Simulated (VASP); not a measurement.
```
CELL_PARAMETERS angstrom
      4.04165     0.00000     0.00000
     -2.02082     3.50017     0.00000
      0.00000     0.00000     5.26116
ATOMIC_POSITIONS crystal
  Ba 0.00000 0.00000 0.00000
  Si 0.66667 0.33333 0.56343
  Si 0.33333 0.66667 0.43657
```

These are PBEsol GGA, VASP's PBE PAW potentials (set 64) (plane waves; VASP 6.6.1) values and carry that method's errors. Run with 400 eV cut-off, 10×10×7 Γ-centred mesh, tetrahedra with Blöchl corrections, potentials Ba_sv Si.

The cores are frozen, which limits the accuracy of field gradients.

### Question
Give the principal components of the electric field gradient (V/Å²) and the asymmetry η at each nucleus.

### Answer

| atom | Vxx | Vyy | Vzz | η |
|---|---|---|---|---|
| Ba1 | -1.7 | -1.7 | 3.4 | 0.00 |
| Si2 | 10.7 | 10.7 | -21.4 | 0.00 |
| Si3 | 10.7 | 10.7 | -21.4 | 0.00 |

The structure comes from a computed database's BaSi2 entry (P-3m1); how it stands against other phases isn't given here. It was relaxed first.
